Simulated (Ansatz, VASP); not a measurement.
# SiO2 (Stishovite) in two plane-wave programs, part 2 of 2

Aim: how closely do two programs agree when they are given the same cell, functional and k mesh? The cell is taken from a series of runs on this material, whose earlier steps may have relaxed, scaled, displaced or heated it; both programs get it as it stands.

VASP 6.6.1 and Ansatz 0.2.0.

So far: Set-up; Ansatz: G0W0 gap, PBE.

## (3) VASP: G0W0 gap, PBE

Level of this step: G0W0 on PBE; plane waves and PAW (Si_GW, O_GW) (VASP).

The same cell, functional and mesh now go to VASP, with its own data sets.

Lines of VASP's logs that name or quote its potential files are left out, and so is its time.

The run reads the wave functions of an earlier VASP run, which isn't shown here.

INCAR reads:

```
SYSTEM = SiO2
PREC = Accurate
ENCUT = 440
ISMEAR = 0
SIGMA = 0.01
LREAL = .FALSE.
GGA = PE
NBANDS = 192
ALGO = EVGW0
NELMGW = 1
ENCUTGW = 140
NOMEGA = 64
PRECFOCK = Fast
NBANDSGW = 24
LWAVE = .FALSE.
LCHARG = .FALSE.
```

POSCAR reads:

```
SiO2
1.0
    4.3443920000      0.0000000000      0.0000000000
    0.0000000000      4.3443920000      0.0000000000
    0.0000000000      0.0000000000      2.6652000000
Si O
2 4
Direct
    0.0000000000      0.0000000000      0.0000000000
    0.5000000000      0.5000000000      0.5000000000
    0.3104295692      0.3104295692      0.0000000000
    0.1895704308      0.8104295692      0.5000000000
    0.6895704308      0.6895704308      0.0000000000
    0.8104295692      0.1895704308      0.5000000000
```

KPOINTS reads:

```
Automatic mesh
0
Gamma
4 4 6
0 0 0
```

The projector-augmented-wave data sets are Si_GW and O_GW (PBE family, release 64).

Command:

```
mpirun -np 8 vasp_std
```

Numbers of over 12 decimals in the logs are rounded to 6 here.

Output:

```text
[banner, memory and clock lines left out]
running    8 mpi-ranks, on    1 nodes
 distrk:  each k-point on    8 cores,    1 groups
 distr:  one band on    1 cores,    8 groups

 POSCAR found type information on POSCAR SiO
 POSCAR found :  2 types and       6 ions
|                                                                             |
|           W    W    AA    RRRRR   N    N  II  N    N   GGGG   !!!           |
|           W    W   A  A   R    R  NN   N  II  NN   N  G    G  !!!           |
|           W    W  A    A  R    R  N N  N  II  N N  N  G       !!!           |
|           W WW W  AAAAAA  RRRRR   N  N N  II  N  N N  G  GGG   !            |
|           WW  WW  A    A  R   R   N   NN  II  N   NN  G    G                |
|           W    W  A    A  R    R  N    N  II  N    N   GGGG   !!!           |
|                                                                             |
|     For optimal performance we recommend to set                             |
|       NCORE = 2 up to number-of-cores-per-socket                            |
|     NCORE specifies how many cores store one orbital (NPAR=cpu/NCORE).      |
|     This setting can greatly improve the performance of VASP for DFT.       |
|     The default, NCORE=1 might be grossly inefficient on modern             |
|     multi-core architectures or massively parallel machines. Do your        |
|     Unfortunately you need to use the default for GW and RPA                |
|     calculations (for HF NCORE is supported but not extensively tested      |
|     yet).                                                                   |
|                                                                             |

|                                                                             |
|           W    W    AA    RRRRR   N    N  II  N    N   GGGG   !!!           |
|           W    W   A  A   R    R  NN   N  II  NN   N  G    G  !!!           |
|           W    W  A    A  R    R  N N  N  II  N N  N  G       !!!           |
|           W WW W  AAAAAA  RRRRR   N  N N  II  N  N N  G  GGG   !            |
|           WW  WW  A    A  R   R   N   NN  II  N   NN  G    G                |
|           W    W  A    A  R    R  N    N  II  N    N   GGGG   !!!           |
|                                                                             |
|     The default for ENCUTGWSOFT is different in this version of VASP.       |
|     please manually set ENCUTGWSOFT =140 in the INCAR file.                 |
|                                                                             |

 LDA part: xc-table for (Slater+PW92), standard interpolation
 found WAVECAR, reading the header
 POSCAR, INCAR and KPOINTS ok, starting setup
 FFT: planning ... GRIDC
 FFT: planning ... GRID_SOFT
 FFT: planning ... GRID
 reading WAVECAR
 the WAVECAR file was read successfully
 initial charge from wavefunction
 available memory per node:    125.92 GB, setting MAXMEM to    128939

 The Fermi energy was updated, please check that it is located mid-gap
 values below the HOMO (VB) or above the LUMO (CB) will cause erroneous energies
 E-fermi :   9.1033

 calculate exact exchange contribution
 the WAVEDER file was read successfully
energies w=
    0.000    0.000    0.701    0.000    1.401    0.000    2.097    0.000
    2.789    0.000    3.475    0.000    4.154    0.000    4.825    0.000
    5.488    0.000    6.142    0.000    6.787    0.000    7.423    0.000
    8.050    0.000    8.669    0.000    9.280    0.000    9.883    0.000
   10.481    0.000   11.073    0.000   11.661    0.000   12.245    0.000
   12.828    0.000   13.409    0.000   13.991    0.000   14.574    0.000
   15.161    0.000   15.752    0.000   16.349    0.000   16.954    0.000
   17.570    0.000   18.197    0.000   18.838    0.000   19.496    0.000
   20.172    0.000   20.871    0.000   21.595    0.000   22.347    0.000
   23.132    0.000   23.955    0.000   24.820    0.000   25.734    0.000
   26.704    0.000   27.737    0.000   28.843    0.000   30.033    0.000
   31.322    0.000   32.724    0.000   34.260    0.000   35.952    0.000
   37.831    0.000   39.932    0.000   42.302    0.000   45.000    0.000
   48.103    0.000   51.714    0.000   55.972    0.000   61.069    0.000
   67.284    0.000   75.026    0.000   84.932    0.000   98.047    0.000
  116.207    0.000  142.968    0.000  186.247    0.000  267.940    0.000
 responsefunction array rank=     208
 LDA part: xc-table for (Slater+PW92), standard interpolation

 min. memory requirement per mpi rank    212.5 MB, per node   1699.7 MB

 allocating   8 responsefunctions rank=   208
 shmem allocating  64 responsefunctions rank=   208
 response function shared by NCSHMEM nodes    1
 Doing            8  frequencies on each core in blocks of           64
NQ=   1    0.0000    0.0000    0.0000,
|.........|.........|.........|.........|.........|.........|.........|.........
 performed        761000 updates of chi_q(r,r)
 total number of BLAS operations        217.71 Gflops
NQ=   2    0.2500    0.0000    0.0000,
|.........|.........|.........|.........|.........|.........|.........|.........
 performed       1965000 updates of chi_q(r,r)
 total number of BLAS operations        565.49 Gflops
NQ=   3    0.5000    0.0000    0.0000,
|.........|.........|.........|.........|.........|.........|.........|.........
 performed       2874000 updates of chi_q(r,r)
 total number of BLAS operations        822.60 Gflops
NQ=   4    0.2500    0.2500    0.0000,
|.........|.........|.........|.........|.........|.........|.........|.........
 performed       3875000 updates of chi_q(r,r)
 total number of BLAS operations       1117.95 Gflops
NQ=   5    0.5000    0.2500    0.0000,
|.........|.........|.........|.........|.........|.........|.........|.........
 performed       5079000 updates of chi_q(r,r)
 total number of BLAS operations       1488.04 Gflops
NQ=   6    0.5000    0.5000    0.0000,
|.........|.........|.........|.........|.........|.........|.........|.........
 performed       5840000 updates of chi_q(r,r)
 total number of BLAS operations       1741.68 Gflops
NQ=   7    0.0000    0.0000    0.1667,
|.........|.........|.........|.........|.........|.........|.........|.........
 performed       6786000 updates of chi_q(r,r)
 total number of BLAS operations       2023.64 Gflops
NQ=   8    0.2500    0.0000    0.1667,
|.........|.........|.........|.........|.........|.........|.........|.........
 performed       8211000 updates of chi_q(r,r)
 total number of BLAS operations       2418.15 Gflops
NQ=   9    0.5000    0.0000    0.1667,
|.........|.........|.........|.........|.........|.........|.........|.........
 performed       9415000 updates of chi_q(r,r)
 total number of BLAS operations       2765.92 Gflops
NQ=  10    0.2500    0.2500    0.1667,
|.........|.........|.........|.........|.........|.........|.........|.........
 performed      10692000 updates of chi_q(r,r)
 total number of BLAS operations       3142.81 Gflops
NQ=  11    0.5000    0.2500    0.1667,
|.........|.........|.........|.........|.........|.........|.........|.........
 performed      12117000 updates of chi_q(r,r)
 total number of BLAS operations       3571.98 Gflops
NQ=  12    0.5000    0.5000    0.1667,
|.........|.........|.........|.........|.........|.........|.........|.........
 performed      13063000 updates of chi_q(r,r)
 total number of BLAS operations       3862.77 Gflops
NQ=  13    0.0000    0.0000    0.3333,
|.........|.........|.........|.........|.........|.........|.........|.........
 performed      14009000 updates of chi_q(r,r)
 total number of BLAS operations       4133.15 Gflops
NQ=  14    0.2500    0.0000    0.3333,
|.........|.........|.........|.........|.........|.........|.........|.........
 performed      15434000 updates of chi_q(r,r)
 total number of BLAS operations       4531.92 Gflops
NQ=  15    0.5000    0.0000    0.3333,
|.........|.........|.........|.........|.........|.........|.........|.........
 performed      16638000 updates of chi_q(r,r)
 total number of BLAS operations       4879.70 Gflops
NQ=  16    0.2500    0.2500    0.3333,
|.........|.........|.........|.........|.........|.........|.........|.........
 performed      17915000 updates of chi_q(r,r)
 total number of BLAS operations       5233.39 Gflops
NQ=  17    0.5000    0.2500    0.3333,
|.........|.........|.........|.........|.........|.........|.........|.........
 performed      19340000 updates of chi_q(r,r)
 total number of BLAS operations       5645.05 Gflops
NQ=  18    0.5000    0.5000    0.3333,
|.........|.........|.........|.........|.........|.........|.........|.........
 performed      20286000 updates of chi_q(r,r)
 total number of BLAS operations       5924.09 Gflops
NQ=  19    0.0000    0.0000    0.5000,
|.........|.........|.........|.........|.........|.........|.........|.........
 performed      21047000 updates of chi_q(r,r)
 total number of BLAS operations       6108.62 Gflops
NQ=  20    0.2500    0.0000    0.5000,
|.........|.........|.........|.........|.........|.........|.........|.........
 performed      22251000 updates of chi_q(r,r)
 total number of BLAS operations       6456.40 Gflops
NQ=  21    0.5000    0.0000    0.5000,
|.........|.........|.........|.........|.........|.........|.........|.........
 performed      23160000 updates of chi_q(r,r)
 total number of BLAS operations       6724.56 Gflops
NQ=  22    0.2500    0.2500    0.5000,
|.........|.........|.........|.........|.........|.........|.........|.........
 performed      24161000 updates of chi_q(r,r)
 total number of BLAS operations       6995.81 Gflops
NQ=  23    0.5000    0.2500    0.5000,
|.........|.........|.........|.........|.........|.........|.........|.........
 performed      25365000 updates of chi_q(r,r)
 total number of BLAS operations       7336.31 Gflops
NQ=  24    0.5000    0.5000    0.5000,
|.........|.........|.........|.........|.........|.........|.........|.........
 performed      26126000 updates of chi_q(r,r)
 total number of BLAS operations       7525.10 Gflops
 resolving degeneracies of screened two electron integrals

 calculate QP shifts <psi_nk| G(iteration)W_0 |psi_nk>: iteration 1
 entering main loop
```

Parts of OUTCAR (step 3):

```text
ion  position               nearest neighbor table
   1  0.000  0.000  0.000-   4 1.77   6 1.77   4 1.77   6 1.77   5 1.91   3 1.91
   2  0.500  0.500  0.500-   3 1.77   5 1.77   3 1.77   5 1.77   4 1.91   6 1.91
   3  0.310  0.310  0.000-   2 1.77   2 1.77   1 1.91
   4  0.190  0.810  0.500-   1 1.77   1 1.77   2 1.91
   5  0.690  0.690  0.000-   2 1.77   2 1.77   1 1.91
   6  0.810  0.190  0.500-   1 1.77   1 1.77   2 1.91

  LATTYP: Found a simple tetragonal cell.
 ALAT       =     4.3443920000
 C/A-ratio  =     0.6134805515

 Subroutine GETGRP returns: Found 16 space group operations
 (whereof  8 operations were pure point group operations)

The static configuration has the point symmetry D_2h.
 The point group associated with its full space group is D_4h.

 Found     24 irreducible k-points:

   k-points           NKPTS =     24   k-points in BZ     NKDIM =     96   number of bands    NBANDS=    192

   dimension x,y,z NGX =    30 NGY =   30 NGZ =   18
   dimension x,y,z NGXF=    60 NGYF=   60 NGZF=   36

   ENCUT  =  440.0 eV  32.34 Ry    5.69 a.u.   7.43  7.43  4.56*2*pi/ulx,y,z

   NELECT =      32.0000    total number of electrons

  energy-cutoff  :      440.00
  volume of cell :       50.30
      direct lattice vectors                 reciprocal lattice vectors
     4.344392000  0.000000000  0.000000000     0.230181807  0.000000000  0.000000000
     0.000000000  4.344392000  0.000000000     0.000000000  0.230181807  0.000000000
     0.000000000  0.000000000  2.665200000     0.000000000  0.000000000  0.375206363

 k-points in reciprocal lattice and weights: Automatic mesh
   0.00000000  0.00000000  0.00000000       0.010
   0.25000000  0.00000000  0.00000000       0.042
   0.50000000  0.00000000  0.00000000       0.021
   0.25000000  0.25000000  0.00000000       0.042
   0.50000000  0.25000000  0.00000000       0.042
   0.50000000  0.50000000  0.00000000       0.010
   0.00000000  0.00000000  0.16666667       0.021
   0.25000000  0.00000000  0.16666667       0.083
   0.50000000  0.00000000  0.16666667       0.042
[...]
0.50000000  0.25000000  0.50000000       0.042
   0.50000000  0.50000000  0.50000000       0.010

 E-fermi :   9.1033

 QP shifts <psi_nk| G(iteration)W_0 |psi_nk>: iteration 1
 for sc-GW calculations column KS-energies equals QP-energies in previous step
 and V_xc(KS)=  KS-energies - (<T + V_ion + V_H > + <T+V_H+V_ion>^1  + <V_x>^1)
 k-point   1 :       0.0000    0.0000    0.0000
  band No.  KS-energies  QP-energies   sigma(KS)   V_xc(KS)     V^pw_x(r,r')   Z            occupation Imag(sigma)
    ...
     13       4.3568       3.1523     -21.4426     -19.9510     -25.3082       0.8075       2.0000       0.0664
     14       5.9886       4.8855     -22.0043     -20.6304     -26.2665       0.8029       2.0000       0.0698
     15       5.9886       4.8855     -22.0043     -20.6304     -26.2665       0.8029       2.0000       0.0698
     16       6.7907       5.6577     -22.2267     -20.8092     -26.8169       0.7993       2.0000       0.0743
     17      11.4159      12.8775     -13.7799     -15.5283      -9.8933       0.8360       0.0000      -0.0551
     18      13.6623      14.9824     -10.7076     -12.2666      -6.3294       0.8467       0.0000      -0.0640
     19      15.2903      16.6494     -11.5289     -13.1454      -7.0256       0.8408       0.0000      -0.0684
     20      15.2903      16.6494     -11.5289     -13.1454      -7.0256       0.8408       0.0000      -0.0684
    ...

 k-point   2 :       0.2500    0.0000    0.0000
  band No.  KS-energies  QP-energies   sigma(KS)   V_xc(KS)     V^pw_x(r,r')   Z            occupation Imag(sigma)
    ...
     13       4.4647       3.2859     -21.6119     -20.1525     -25.5158       0.8078       2.0000       0.0666
     14       4.8269       3.5420     -20.9844     -19.3765     -25.2750       0.7991       2.0000       0.0753
     15       5.8651       4.7285     -21.8926     -20.4755     -26.2002       0.8020       2.0000       0.0710
     16       6.3560       5.1638     -21.7917     -20.3012     -26.3213       0.7999       2.0000       0.0745
     17      12.3517      13.9123     -14.2377     -16.1117     -10.3813       0.8328       0.0000      -0.0570
     18      14.0057      15.4386     -11.4200     -13.1240      -7.0320       0.8410       0.0000      -0.0656
     19      15.3664      16.7383     -11.5574     -13.1909      -7.0429       0.8398       0.0000      -0.0687
     20      15.4162      16.7011     -11.2789     -12.8032      -6.8411       0.8430       0.0000      -0.0672
    ...

 k-point   3 :       0.5000    0.0000    0.0000
  band No.  KS-energies  QP-energies   sigma(KS)   V_xc(KS)     V^pw_x(r,r')   Z            occupation Imag(sigma)
    ...
     13       4.3494       3.1585     -21.5811     -20.1036     -25.5183       0.8060       2.0000       0.0672
     14       4.3494       3.1585     -21.5811     -20.1036     -25.5183       0.8060       2.0000       0.0672
     15       5.7334       4.5080     -21.5276     -19.9941     -25.9680       0.7990       2.0000       0.0745
     16       5.7334       4.5080     -21.5276     -19.9941     -25.9680       0.7990       2.0000       0.0745
     17      13.8192      15.4904     -13.8618     -15.8813      -9.6991       0.8275       0.0000      -0.0650
     18      13.8192      15.4904     -13.8618     -15.8813      -9.6991       0.8275       0.0000      -0.0650
     19      15.8971      17.2422     -11.1015     -12.6996      -6.5365       0.8417       0.0000      -0.0700
     20      15.8971      17.2422     -11.1015     -12.6996      -6.5365       0.8417       0.0000      -0.0700
    ...

 k-point   4 :       0.2500    0.2500    0.0000
  band No.  KS-energies  QP-energies   sigma(KS)   V_xc(KS)     V^pw_x(r,r')   Z            occupation Imag(sigma)
    ...
     13       4.4192       3.1424     -21.1891     -19.5949     -25.3842       0.8009       2.0000       0.0742
     14       4.4192       3.1424     -21.1891     -19.5949     -25.3842       0.8009       2.0000       0.0742
     15       5.4634       4.2021     -21.4388     -19.8601     -25.8911       0.7989       2.0000       0.0750
     16       6.0981       4.8981     -21.7068     -20.2049     -26.1809       0.7990       2.0000       0.0740
     17      12.8018      14.3927     -13.7885     -15.6973      -9.7827       0.8334       0.0000      -0.0599
     18      14.0635      15.5952     -12.4153     -14.2501      -8.0683       0.8348       0.0000      -0.0666
     19      15.3387      16.6068     -10.7189     -12.2179      -6.1966       0.8460       0.0000      -0.0672
     20      16.1517      17.6205     -12.0089     -13.7695      -7.4697       0.8343       0.0000      -0.0718
    ...

[... 4 further parts left out ...]
```

## (4) Side by side

Known differences besides the potentials themselves: fixed occupations in Ansatz, narrow Gaussian smearing in VASP; the cutoff is 420 eV in Ansatz and 440 eV in VASP; VASP leaves aspherical gradient terms in its spheres out (LASPH is not set), Ansatz keeps them; Ansatz integrates over frequency by contour deformation, VASP on a grid of NOMEGA points; Ansatz's G0W0 levels solve the quasiparticle equation, VASP's are linearised. Total energies have different zeros and are not compared.

Both answers:

```
                   quantity  Ansatz  VASP  difference
  G0W0 gap on the mesh (eV)    7.30  7.22       +0.08
Kohn-Sham gap under it (eV)    4.66  4.63       +0.03
```

## (5) Summary of results

```json
{"difference in G0W0 gap on the mesh (G0W0 gap, PBE)": "0.077 eV"}
```

What this shows: The difference in G0W0 gap on the mesh is 0.077 eV (G0W0 gap, PBE). How closely two codes agree says nothing of how well the functional describes the real material.

[Lines on the potential files, build, host, timing and source positions are cut from VASP's logs without a mark.]

[Logs are printed without paths, hosts, clocks, repeated set-up lines and the standing remarks that a program may print on its own settings, such as how far it seeks lower states.]

[Hosts, paths, dates, database ids (printed as entryN), source tags and the programs' standing remarks are cut or masked in the printed files.]
